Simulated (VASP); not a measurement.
Here is the system:

```yaml
crystal:
  lattice:
    - [0.00000, 2.02117, 2.02117]
    - [2.02117, 0.00000, 2.02117]
    - [2.02117, 2.02117, 0.00000]
  atoms:
    - { symbol: Ni, position: [0.00000, 0.00000, 0.00000] }
    - { symbol: C, position: [0.50000, 0.50000, 0.50000] }
```

These are r2SCAN meta-GGA, VASP's PBE PAW potentials (set 64) (plane waves; VASP) values and carry that method's errors. Numerical set-up: 520 eV cut-off, 17×17×17 Γ-centred mesh, tetrahedra with Blöchl corrections, potentials Ni C.

**Question.** Give the energies of bands 2 to 9 at the high-symmetry points, in eV from the Fermi level.

**Answer.** 
```
band      Γ      X      U      L      W
----  -----  -----  -----  -----  -----
2     -3.54  -6.51  -6.21  -8.64  -5.86
3     -3.54  -4.62  -6.08  -5.34  -5.86
4     -3.54  -2.43  -4.36  -5.34  -5.21
5     -2.91  -2.26  -2.41  -2.48  -2.25
6     -2.91  -2.26  -2.34  -2.48  -1.63
7      1.32  -1.68  -1.64  -1.33  -1.63
8      1.32  -1.68   0.15   4.55  -0.26
9      1.32   0.19   1.35   4.55   0.28
```

It has no gap at this level: it comes out as a metal or semimetal.

The structure was generated: NiC was put into the rock salt type (Fm-3m), which need not be its known phase. It was relaxed first, which changed the volume by -18 %. The run is not spin-polarised, so no magnetic state was tried.
